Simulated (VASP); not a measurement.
Data:

```xyz
64
Lattice="11.5222 0.0000 0.0000 0.0000 11.5222 0.0000 0.0000 0.0000 11.5222" Properties=species:S:1:pos:R:3 pbc="T T T"
Ga     5.7614     0.0016     0.0020
Ga     8.6417     2.8788     0.0035
Ga     8.6414     0.0003     2.8814
Ga    11.5220    11.5221     0.0002
Ga     2.8824     2.8813     0.0020
Ga     5.7602     5.7600     0.0021
Ga     8.6415     8.6420    11.5222
Ga     2.8822     0.0022     2.8823
Ga     5.7683     2.8886     2.8892
Ga     8.6417     5.7626     2.8840
Ga     5.7604     0.0007     5.7605
Ga     8.6405     2.8833     5.7609
Ga     8.6416    11.5220     8.6412
Ga    11.5215     5.7614     0.0028
Ga     2.8792     8.6429     0.0032
Ga     0.0006     2.8818     2.8818
Ga     2.8855     5.7670     2.8855
Ga     5.7608     8.6421     2.8827
Ga    11.5210     0.0001     5.7620
Ga     2.8843     2.8854     5.7675
Ga     8.6352     8.6350     5.7688
Ga     2.8804     0.0007     8.6416
Ga     5.7600     2.8813     8.6431
Ga     8.6444     5.7586     8.6466
Ga     0.0005     8.6423     2.8812
Ga     0.0004     5.7606     5.7602
Ga     2.8823     8.6421     5.7593
Ga     0.0017     2.8795     8.6417
Ga     2.8739     5.7670     8.6495
Ga     5.7621     8.6419     8.6437
Ga    11.5208     8.6434     8.6412
As     7.1992     1.4422     1.4436
As    10.0812     4.3215     1.4413
As    10.0815     1.4410     4.3218
As     1.4402     1.4402     1.4400
As     4.3224     4.3207     1.4439
As     7.2013     7.2013     1.4401
As    10.0817    10.0817     1.4399
As     4.3220     1.4445     4.3214
As     7.1971     4.3328     4.3323
As    10.0808     7.2029     4.3231
As     7.2011     1.4410     7.2014
As    10.0831     4.3199     7.2016
As    10.0820     1.4400    10.0816
As     1.4408     7.1998     1.4415
As     4.3214    10.0826     1.4408
As     1.4431     4.3210     4.3211
As     4.3271     7.1995     4.3270
As     7.2027    10.0800     4.3227
As     1.4412     1.4406     7.2001
As     4.3220     4.3295     7.2049
As     7.1956     7.1927     7.2036
As    10.0796    10.0804     7.1995
As     4.3214     1.4401    10.0819
As     7.2011     4.3191    10.0836
As    10.0833     7.2005    10.0829
As     1.4404    10.0828     4.3215
As     1.4390     7.2031     7.2003
As     4.3209    10.0814     7.2018
As     1.4384     4.3204    10.0844
As     4.3210     7.2028    10.0845
As     7.2004    10.0828    10.0825
As     1.4402    10.0818    10.0815
Al     5.7560     5.7621     5.7707
```
Cell charge +1.

The numbers are results of HSE06 screened hybrid, VASP's PBE PAW potentials (set 64) (plane waves; VASP), not measurements. Numerical set-up: PREC = Normal, LREAL = Auto, ISYM = 0, NELECT = 255.0, EDIFF = 1E-5, 400 eV cut-off, 1×1×1 Γ-centred mesh, Gaussian smearing of 0.050 eV, potentials Ga As Al. Starting moments (MAGMOM): 64*0.0156. The cell's moment is fixed (NUPDOWN = 1).

The cell is charged, with a uniform compensating background. The supercell is sampled at Γ alone, which is coarse: total energies, pressure and levels can be off, energies of defects by several tenths of an eV.

Problem. What does the run give for the cell moment, energy per atom (σ→0)?

Solution. 
| Quantity | Result |
|---|---|
| cell moment | 1.00 μB |
| energy per atom (σ→0) | -4.926 eV/atom |

Only differences to runs with the same potentials and settings are physical.

The cell is a supercell with a defect, built from GaAs (zinc blende): Al_Ga, charge +1. The cell's shape comes from a PBE relaxation.
